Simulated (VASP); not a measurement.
Crystal: W.

```
W
1.0
    -1.58234    1.58234    1.58234
     1.58234   -1.58234    1.58234
     1.58234    1.58234   -1.58234
W
1
Direct
  0.00000 0.00000 0.00000
```

| Item | Value |
| --- | --- |
| Program | VASP 6.6.1 |
| Task | relaxation of cell and atoms |
| Functional | LDA |
| Potentials or basis | VASP PAW LDA potentials, release 64 (W_sv) |
| Cutoff | 350 eV |
| k mesh | 10 × 10 × 10 |
| Occupations | gaussian, width 0.1 eV |
| Spin | no spin polarisation |

At the start: pressure -7.0 GPa; volume 15.85 Å³/atom.

Q: How do energy, volume and symmetry change on relaxing?

A: Over 7 steps the energy falls by 7.5 meV/atom and the volume is 15.51 Å³/atom (-2.1 %); space group Im-3m (No. 229, to 0.05 Å).

Step by step:
```tsv
step	energy change (eV)	largest force (eV/Å)	pressure (GPa)	volume (Å³)
1	0.0000	0.0000	-7.01	15.85
2	0.1075	0.0000	32.86	14.31
3	-0.0074	0.0000	-0.27	15.53
4	-0.0075	0.0000	-0.06	15.51
5	-0.0075	0.0000	0.10	15.51
6	-0.0074	0.0000	-0.29	15.53
7	-0.0075	0.0000	0.00	15.51
```

Final structure:
```cif
data_structure
_symmetry_space_group_name_H-M 'P 1'
_symmetry_Int_Tables_number 1
_cell_length_a 2.7213
_cell_length_b 2.7213
_cell_length_c 2.7213
_cell_angle_alpha 109.471
_cell_angle_beta 109.471
_cell_angle_gamma 109.471
_cell_volume 15.51
loop_
_atom_site_label
_atom_site_type_symbol
_atom_site_fract_x
_atom_site_fract_y
_atom_site_fract_z
_atom_site_occupancy
W1 W 0.00000 0.00000 0.00000 1
```
